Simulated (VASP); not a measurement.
# A VASP study of BN (Qingsongite) (SCAN): structure first, properties next, part 3 of 6

Aim: relax BN (Qingsongite) with SCAN, compute its properties on that cell and hold them against experiment. The start is a cell from a database of measured crystal structures.

VASP 6.6.1, plane waves and PAW; the level of theory is named at each step.

So far, gap on the k-mesh (eV): step 2 (relaxing cell and atoms (SCAN)) 5.08; step 3 (density, ELF and potential (SCAN)) 5.08.

## (5) Total and projected DOS (SCAN)

Level of this step: SCAN; plane waves and PAW (B, N) (VASP).

A density of states needs more k-points than a total energy; ISMEAR = -5 takes tetrahedra, and LORBIT projects the states on the PAW spheres. The mesh is finer than in the run before.

The input, INCAR:

```
SYSTEM = BN
PREC = Accurate
ENCUT = 520
EDIFF = 1E-06
NELM = 100
ISMEAR = -5
SIGMA = 0.05
LREAL = .FALSE.
ALGO = Normal
METAGGA = SCAN
LASPH = .TRUE.
NBANDS = 16
LORBIT = 11
LWAVE = .FALSE.
LCHARG = .FALSE.
KPAR = 2
NEDOS = 2001
```

The input, POSCAR:

```
BN
1.0
    0.0000000000      1.8031657440      1.8031657440
    1.8031657440      0.0000000000      1.8031657440
    1.8031657440      1.8031657440      0.0000000000
B N
1 1
Direct
    0.0000000000      0.0000000000      0.0000000000
    0.2500000000      0.2500000000      0.2500000000
```

The input, KPOINTS:

```
Automatic mesh
0
Gamma
16 16 16
0 0 0
```

The projector-augmented-wave data sets are B and N (PBE family, release 64).

Launch:

```
$ mpirun -np 2 vasp_std
```

Log:

```text
[... set-up lines as in an earlier step ...]
 entering main loop
       N       E                     dE             d eps       ncg     rms          rms(c)
DAV:   1     0.950206613395E+01    0.95021E+01   -0.46865E+03  4688   0.506E+02
DAV:   2    -0.225474370673E+02   -0.32050E+02   -0.31113E+02  6152   0.142E+02
DAV:   3    -0.230078372604E+02   -0.46040E+00   -0.46021E+00  5256   0.139E+01
DAV:   4    -0.230081424132E+02   -0.30515E-03   -0.30515E-03  6136   0.413E-01
DAV:   5    -0.230081426089E+02   -0.19576E-06   -0.19575E-06  5344   0.984E-03    0.663E+00
DAV:   6    -0.194606606832E+02    0.35475E+01   -0.18161E+00  5168   0.597E+00    0.360E+00
DAV:   7    -0.195252497460E+02   -0.64589E-01   -0.26763E-01  5176   0.307E+00    0.194E+00
DAV:   8    -0.195434940552E+02   -0.18244E-01   -0.61881E-02  5504   0.130E+00    0.217E-01
DAV:   9    -0.195429334290E+02    0.56063E-03   -0.61761E-03  5872   0.396E-01    0.124E-01
DAV:  10    -0.195430321362E+02   -0.98707E-04   -0.50187E-04  5400   0.140E-01    0.326E-02
DAV:  11    -0.195430185570E+02    0.13579E-04   -0.42752E-05  6152   0.344E-02    0.898E-03
DAV:  12    -0.195430199266E+02   -0.13696E-05   -0.86904E-07  4464   0.708E-03    0.133E-03
DAV:  13    -0.195430193577E+02    0.56891E-06   -0.19050E-07  2840   0.226E-03
   1 F= -.19543019E+02 E0= -.19543019E+02  d E =0.000000E+00
```

Elapsed: 24 s, on 2 MPI ranks of Intel Xeon 6975P-C (Granite Rapids), shared host; peak memory 0.26 GiB; 47 s of CPU time.

OUTCAR, selected parts (step 5):

```text
   k-points           NKPTS =    145   k-points in BZ     NKDIM =    145   number of bands    NBANDS=     16

   NELECT =       8.0000    total number of electrons

 E-fermi :   7.2989

 k-point     2 :       0.0625    0.0000    0.0000
  band No.  band energies     occupation
      1     -14.0157      2.00000
      2       6.7321      2.00000
      3       7.1836      2.00000
      4       7.1836      2.00000
      5      16.9639      0.00000
      6      16.9827      0.00000
      7      16.9827      0.00000
      8      18.7781      0.00000
      9      33.4153      0.00000
    ...

  Total        0.0103979      0.0103979      0.0103979      0.0000000      0.0000000      0.0000000
  in kB        1.4207496      1.4207496      1.4207496      0.0000000      0.0000000      0.0000000
  external PRESSURE =       1.4207496 kB  Pullay stress =       0.0000000 kB

  FREE ENERGIE OF THE ION-ELECTRON SYSTEM (eV)
  ---------------------------------------------------
  free  energy   TOTEN  =       -19.5430193577 eV

  energy  without entropy=      -19.5430193577  energy(sigma->0) =      -19.54301936

[... 10 parts as in an earlier step ...]

[... 7 further parts left out ...]
```

This step gave:

| Quantity | Value |
| --- | --- |
| irreducible k points | 145 |
| Fermi energy | 7.299 eV |
| pressure | 0.1421 GPa |
| conduction bottom at k | 0.5, 0.5, 0 |
| gap on the k-mesh | 4.970 eV |

The density of states has structure finer than the step of the table below, so its rows give means over 1 eV, whole bins alone (the curve runs from -12.0 to 13.0 eV). Peaks (eV: height): total -8.7: 1.20, 10.1: 1.03, 11.4: 1.38, 12.7: 1.30; N p -8.7: 0.439, -2.3: 0.440, 10.1: 0.163, 12.7: 0.188; B p -5.0: 0.214, 10.9: 0.269, 11.4: 0.453, 11.7: 0.370; B s -8.7: 0.275, 10.9: 0.129, 11.4: 0.134, 12.7: 0.150; N s -8.7: 0.0367, 10.9: 0.0863, 11.4: 0.0788, 12.7: 0.0832.

States under -12.0 eV and over 13.0 eV are left out. Table of density of states by energy, zero at the valence-band top; means over each step; values in states/eV/cell:

```tsv
energy (eV)	total	N p	B p	B s	N s
-11	0.0676	0.0225	0.00868	0.0132	7.3e-4
-10	0.273	0.0928	0.0379	0.0493	0.00597
-9	0.737	0.265	0.0816	0.154	0.0224
-8	0.397	0.146	0.0505	0.0657	0.0251
-7	0.503	0.201	0.0876	0.0548	0.0199
-6	0.596	0.255	0.120	0.0504	0.0167
-5	0.825	0.382	0.193	0.0390	0.0136
-4	0.829	0.410	0.196	0.0260	0.0105
-3	0.795	0.424	0.183	0.0149	0.00720
-2	0.630	0.362	0.134	0.00655	0.00408
-1	0.291	0.181	0.0507	0.00185	0.00164
0	0.0521	0.0347	0.00712	1.1e-4	1.4e-4
1	0	0	0	0	0
2	0	0	0	0	0
3	0	0	0	0	0
4	0	0	0	0	0
5	0.0131	2.3e-4	0.00259	4.4e-5	0.00168
6	0.0843	0.00348	0.0175	0.00107	0.00967
7	0.163	0.0109	0.0362	0.00427	0.0158
8	0.270	0.0238	0.0659	0.0100	0.0212
9	0.435	0.0476	0.121	0.0168	0.0261
10	0.797	0.108	0.225	0.0395	0.0351
11	0.721	0.0674	0.226	0.0765	0.0449
12	1.01	0.120	0.316	0.101	0.0641
```

The gap on this mesh is 4.97 eV. In the top eV of the valence band the largest shares in the PAW spheres are N p 65 % and B p 15 %; in the lowest eV of the conduction band, B p 20 % and N s 12 %. The rest lies in smaller channels or between the spheres.

## (6) Zone-centre phonons (SCAN)

Zone-centre modes test whether the atoms sit at a minimum within this cell. IBRION = 6 takes the force constants from differences of forces between displaced cells, so the forces must be tight.

The input, INCAR:

```
SYSTEM = BN
PREC = Accurate
ENCUT = 520
EDIFF = 1E-08
NELM = 100
ISMEAR = 0
SIGMA = 0.05
LREAL = .FALSE.
ALGO = Normal
METAGGA = SCAN
LASPH = .TRUE.
NBANDS = 10
LORBIT = 11
LWAVE = .FALSE.
LCHARG = .FALSE.
KPAR = 2
IBRION = 6
NFREE = 2
POTIM = 0.015
ISIF = 2
NSW = 1
```

POSCAR is that of step 5.

The input, KPOINTS:

```
Automatic mesh
0
Gamma
11 11 11
0 0 0
```

Launch:

```
$ mpirun -np 2 vasp_std
```

Log:

```text
[... set-up lines as in an earlier step ...]
 entering main loop
       N       E                     dE             d eps       ncg     rms          rms(c)
DAV:   1     0.727640675830E+01    0.72764E+01   -0.51668E+03  1128   0.812E+02
[... 3 cycles as in an earlier step ...]
DAV:   5    -0.230080831945E+02   -0.69226E-06   -0.69227E-06  1296   0.271E-02    0.663E+00
[... 6 cycles as in an earlier step ...]
DAV:  12    -0.195429630474E+02    0.98152E-07   -0.16181E-06  1258   0.140E-02    0.161E-03
DAV:  13    -0.195429625955E+02    0.45197E-06   -0.24465E-07  1236   0.387E-03    0.113E-03
DAV:  14    -0.195429627809E+02   -0.18545E-06   -0.21392E-08   728   0.120E-03    0.203E-04
DAV:  15    -0.195429628552E+02   -0.74308E-07   -0.11942E-09   626   0.343E-04    0.807E-05
DAV:  16    -0.195429628675E+02   -0.12232E-07   -0.70711E-11   608   0.963E-05    0.177E-05
DAV:  17    -0.195429628708E+02   -0.32946E-08   -0.11111E-11   606   0.283E-05
   1 F= -.19542963E+02 E0= -.19542963E+02  d E =-.147362E-11
 Found     2 degrees of freedom:
 Finite differences POTIM= 0.01500 DOF=   2
 bond charge predicted
       N       E                     dE             d eps       ncg     rms          rms(c)
DAV:   1    -0.195400383376E+02    0.29245E-02   -0.16780E-01  4366   0.328E+00    0.101E-01
DAV:   2    -0.195402495666E+02   -0.21123E-03   -0.13245E-03  4916   0.401E-01    0.603E-02
DAV:   3    -0.195402555514E+02   -0.59847E-05   -0.96622E-05  4702   0.945E-02    0.828E-03
DAV:   4    -0.195402570888E+02   -0.15374E-05   -0.56514E-06  4908   0.264E-02    0.355E-03
DAV:   5    -0.195402576267E+02   -0.53788E-06   -0.89798E-07  4610   0.949E-03    0.707E-04
DAV:   6    -0.195402576912E+02   -0.64493E-07   -0.50846E-08  5016   0.233E-03    0.314E-04
DAV:   7    -0.195402576979E+02   -0.67625E-08   -0.16882E-08  4498   0.133E-03
   2 F= -.19540258E+02 E0= -.19540258E+02  d E =-.301122E-16
[...]
3 F= -.19540258E+02 E0= -.19540258E+02  d E =-.300457E-16
[...]
4 F= -.19540275E+02 E0= -.19540275E+02  d E =-.229968E-16
 Finite differences progress:
  Degree of freedom:   2/  2
  Displacement:        1/  2
  Total:               3/  4
 bond charge predicted
       N       E                     dE             d eps       ncg     rms          rms(c)
DAV:   1    -0.195377415166E+02    0.25337E-02   -0.24118E+00  4332   0.119E+01    0.328E-01
DAV:   2    -0.195406912794E+02   -0.29498E-02   -0.16250E-02  4808   0.141E+00    0.194E-01
DAV:   3    -0.195402676014E+02    0.42368E-03   -0.25670E-03  4774   0.439E-01    0.407E-02
DAV:   4    -0.195402770028E+02   -0.94014E-05   -0.13819E-04  4816   0.127E-01    0.324E-02
DAV:   5    -0.195402748766E+02    0.21262E-05   -0.13922E-05  4664   0.363E-02    0.790E-03
DAV:   6    -0.195402750868E+02   -0.21024E-06   -0.25434E-06  4752   0.169E-02    0.239E-03
DAV:   7    -0.195402754969E+02   -0.41014E-06   -0.80803E-08  4864   0.259E-03    0.119E-03
DAV:   8    -0.195402756484E+02   -0.15146E-06   -0.88940E-09  2600   0.882E-04    0.217E-04
DAV:   9    -0.195402756827E+02   -0.34307E-07   -0.15233E-09  2358   0.396E-04    0.757E-05
DAV:  10    -0.195402756680E+02    0.14732E-07   -0.91424E-11  2326   0.102E-04    0.104E-05
DAV:  11    -0.195402756682E+02   -0.22339E-09   -0.49666E-12  2310   0.244E-05
   5 F= -.19540276E+02 E0= -.19540276E+02  d E =-.230034E-16
 Finite differences progress:
  Degree of freedom:   2/  2
  Displacement:        2/  2
  Total:               4/  4
```

It took 72 s on 2 MPI ranks; peak memory 0.31 GiB.

Parts of OUTCAR (step 6):

```text
   NELECT =       8.0000    total number of electrons

 E-fermi :   7.6909

 k-point     1 :       0.0000    0.0000    0.0000
  band No.  band energies     occupation
      1     -14.1146      2.00000
      2       7.1505      2.00000
      3       7.2944      2.00000
      4       7.4285      2.00000
      5      16.7109      0.00000
      6      16.8110      0.00000
      7      16.9286      0.00000
      8      18.4451      0.00000
      9      33.5393      0.00000
    ...

  Total        0.0135339      0.0148849      0.0148849      0.0000000      0.0142904      0.0000000
  in kB        1.8492607      2.0338589      2.0338589      0.0000000      1.9526189      0.0000000
  external PRESSURE =       1.9723261 kB  Pullay stress =       0.0000000 kB

 POSITION                                       TOTAL-FORCE (eV/Angst)
 -----------------------------------------------------------------------------------
      0.00000      0.00000      0.00000        -0.365408      0.000000      0.000000
      0.88658      0.90158      0.90158         0.365408      0.000000      0.000000
 -----------------------------------------------------------------------------------
    total drift:                               -0.012006      0.000003      0.000003

  FREE ENERGIE OF THE ION-ELECTRON SYSTEM (eV)
  ---------------------------------------------------
  free  energy   TOTEN  =       -19.5402756682 eV

  energy  without entropy=      -19.5402756682  energy(sigma->0) =      -19.54027567

 Eigenvectors and eigenvalues of the dynamical matrix
 ----------------------------------------------------

   1 f  =   31.237931 THz   196.273710 2PiTHz 1041.985225 cm-1   129.189645 meV
             X         Y         Z           dx          dy          dz
      0.000000  0.000000  0.000000     0.751147    0.000000    0.000000
      0.901583  0.901583  0.901583    -0.660135    0.000000    0.000000

   2 f  =   31.237931 THz   196.273710 2PiTHz 1041.985225 cm-1   129.189645 meV
             X         Y         Z           dx          dy          dz
      0.000000  0.000000  0.000000    -0.000000   -0.690153   -0.296498
      0.901583  0.901583  0.901583    -0.000000    0.606531    0.260572

   3 f  =   31.237931 THz   196.273710 2PiTHz 1041.985225 cm-1   129.189645 meV
             X         Y         Z           dx          dy          dz
      0.000000  0.000000  0.000000     0.000000   -0.296498    0.690153
      0.901583  0.901583  0.901583     0.000000    0.260572   -0.606531

   4 f/i=    0.001921 THz     0.012071 2PiTHz    0.064083 cm-1     0.007945 meV
             X         Y         Z           dx          dy          dz
      0.000000  0.000000  0.000000     0.362092   -0.432738    0.342643
      0.901583  0.901583  0.901583     0.412014   -0.492400    0.389884

   5 f/i=    0.001921 THz     0.012071 2PiTHz    0.064083 cm-1     0.007945 meV
             X         Y         Z           dx          dy          dz
      0.000000  0.000000  0.000000    -0.498170   -0.079749    0.425728
      0.901583  0.901583  0.901583    -0.566853   -0.090744    0.484423

   6 f/i=    0.001921 THz     0.012071 2PiTHz    0.064083 cm-1     0.007945 meV
             X         Y         Z           dx          dy          dz
      0.000000  0.000000  0.000000    -0.237684   -0.492093   -0.370309
      0.901583  0.901583  0.901583    -0.270453   -0.559938   -0.421364

 ELASTIC MODULI CONTR FROM IONIC RELAXATION (kBar)
 Direction    XX          YY          ZZ          XY          YZ          ZX
 --------------------------------------------------------------------------------
 XX          -0.0000     -0.0000     -0.0000      0.0000      0.0000      0.0000
 YY          -0.0000     -0.0000     -0.0000      0.0000      0.0000      0.0000
 ZZ          -0.0000     -0.0000     -0.0000      0.0000      0.0000      0.0000
 XY           0.0000      0.0000      0.0000     -4.8198      0.0000      0.0000
 YZ           0.0000      0.0000      0.0000      0.0000     -4.8198      0.0000
 ZX           0.0000      0.0000      0.0000      0.0000      0.0000     -4.8198
 --------------------------------------------------------------------------------

[... 8 parts as in an earlier step ...]

[... 9 further parts left out ...]
```

CONTCAR:

```
BN
   1.00000000000000
     0.0000000000000000    1.8031657440000000    1.8031657440000000
     1.8031657440000000    0.0000000000000000    1.8031657440000000
     1.8031657440000000    1.8031657440000000    0.0000000000000000
  B               N
     1     1
Direct
     0.0000000000000000    0.0000000000000000    0.0000000000000000
     0.2541593514212190    0.2458406485787809    0.2458406485787809
```

The last energy, forces, stress and levels in OUTCAR belong to the last displaced cell, not to the cell of POSCAR.

This step gave:

```
bands                     : 10
irreducible k points      : 56
pressure of the cell      : 0.1349 GPa
largest force of the cell : 0 eV/Å
```

Transverse limit, no LO-TO splitting. The modes at Γ (shares of kinetic energy by element, %):

```tsv
mode	frequency (cm⁻¹)	symmetry	B %	N %
1	-0.1	acoustic	44	56
2	-0.1	acoustic	44	56
3	-0.1	acoustic	44	56
4	1042.0	T2	56	44
5	1042.0	T2	56	44
6	1042.0	T2	56	44
```

Displacements in mode 5 (1042.0 cm⁻¹), the largest set to 1:
```
B1   0.00 -1.00 -0.43
N2   0.00  0.77  0.33
```

The three acoustic modes lie within 0.1 cm⁻¹ of zero, and all others are real. By the characters of their eigenvectors the optical modes sort into (cm⁻¹) Raman active: T2 1042; infrared active: T2 1042.

## (7) Volume scan with SCAN, volume scale 0.94

An equation of state needs energies on both sides of the minimum, all on one mesh and cutoff.

INCAR, as its differences from that of step 6:

```diff
@@ -3,3 +3,3 @@
 ENCUT = 520
-EDIFF = 1E-08
+EDIFF = 1E-06
 NELM = 100
@@ -16,6 +16,2 @@
 KPAR = 2
-IBRION = 6
-NFREE = 2
-POTIM = 0.015
 ISIF = 2
-NSW = 1
```

The input, POSCAR:

```
BN
1.0
    0.0000000000      1.7663561145      1.7663561145
    1.7663561145      0.0000000000      1.7663561145
    1.7663561145      1.7663561145      0.0000000000
B N
1 1
Direct
    0.0000000000      0.0000000000      0.0000000000
    0.2500000000      0.2500000000      0.2500000000
```

KPOINTS is that of step 6.

Launch:

```
$ mpirun -np 2 vasp_std
```

Log:

```text
[... set-up lines as in an earlier step ...]
 entering main loop
       N       E                     dE             d eps       ncg     rms          rms(c)
DAV:   1     0.597955104103E+01    0.59796E+01   -0.52979E+03  1144   0.816E+02
DAV:   2    -0.225933936771E+02   -0.28573E+02   -0.28021E+02  1352   0.181E+02
DAV:   3    -0.230255931846E+02   -0.43220E+00   -0.43181E+00  1336   0.199E+01
DAV:   4    -0.230260554304E+02   -0.46225E-03   -0.46223E-03  1226   0.699E-01
DAV:   5    -0.230260558537E+02   -0.42323E-06   -0.42322E-06  1294   0.219E-02    0.700E+00
DAV:   6    -0.194046984363E+02    0.36214E+01   -0.20929E+00  1126   0.974E+00    0.386E+00
DAV:   7    -0.194656244501E+02   -0.60926E-01   -0.37643E-01  1194   0.528E+00    0.204E+00
DAV:   8    -0.194836313306E+02   -0.18007E-01   -0.61578E-02  1186   0.202E+00    0.195E-01
DAV:   9    -0.194834650415E+02    0.16629E-03   -0.43137E-03  1374   0.532E-01    0.114E-01
DAV:  10    -0.194835593622E+02   -0.94321E-04   -0.33982E-04  1222   0.174E-01    0.305E-02
DAV:  11    -0.194835504332E+02    0.89291E-05   -0.40754E-05  1268   0.528E-02    0.896E-03
DAV:  12    -0.194835518529E+02   -0.14197E-05   -0.93764E-07   714   0.110E-02    0.150E-03
DAV:  13    -0.194835519222E+02   -0.69345E-07   -0.79501E-08   622   0.301E-03
   1 F= -.19483552E+02 E0= -.19483552E+02  d E =-.271790E-11
```

It took 7.8 s on 2 MPI ranks; peak memory 0.22 GiB.

Parts of OUTCAR (step 7):

```text
   ENCUT  =  520.0 eV  38.22 Ry    6.18 a.u.   4.64  4.64  4.64*2*pi/ulx,y,z

   NELECT =       8.0000    total number of electrons

 E-fermi :   8.2832

 k-point     1 :       0.0000    0.0000    0.0000
  band No.  band energies     occupation
      1     -14.0693      2.00000
      2       8.0772      2.00000
      3       8.0772      2.00000
      4       8.0772      2.00000
      5      17.9088      0.00000
      6      17.9088      0.00000
      7      17.9088      0.00000
      8      20.3258      0.00000
      9      35.5807      0.00000
    ...

  Total        1.8884140      1.8884140      1.8884140     -0.0000000      0.0000000      0.0000000
  in kB      274.5004071    274.5004071    274.5004071     -0.0000000      0.0000000      0.0000000
  external PRESSURE =     274.5004071 kB  Pullay stress =       0.0000000 kB

 POSITION                                       TOTAL-FORCE (eV/Angst)
 -----------------------------------------------------------------------------------
      0.00000      0.00000      0.00000        -0.000000     -0.000000     -0.000000
      0.88318      0.88318      0.88318         0.000000      0.000000      0.000000
 -----------------------------------------------------------------------------------
    total drift:                               -0.000001     -0.000001     -0.000000

  FREE ENERGIE OF THE ION-ELECTRON SYSTEM (eV)
  ---------------------------------------------------
  free  energy   TOTEN  =       -19.4835519222 eV

  energy  without entropy=      -19.4835519222  energy(sigma->0) =      -19.48355192

[... 4 parts as in an earlier step ...]

[... 12 further parts left out ...]
```

The scan keeps the cell's shape and the fractional positions fixed.

This step gave:

```
free energy (TOTEN)            : -19.48 eV
Fermi energy                   : 8.283 eV
pressure                       : 27.45 GPa
conduction bottom at k         : 0.4545, 0.4545, 0
gap on the k-mesh              : 5.163 eV
least direct gap on the k-mesh : 9.832 eV
```

The pressure here is 27.45 GPa.

(Continued in part 4 of 6.)

[Lines on the potential files, build, host, timing and source positions are cut from VASP's logs without a mark.]

[Logs are printed without paths, hosts, clocks, repeated set-up lines and the standing remarks that a program may print on its own settings, such as how far it seeks lower states.]

[Hosts, paths, dates, database ids (printed as entryN), source tags and the programs' standing remarks are cut or masked in the printed files.]

[A measured line is paired with the nearest computed mode of its activity, which favours agreement.]
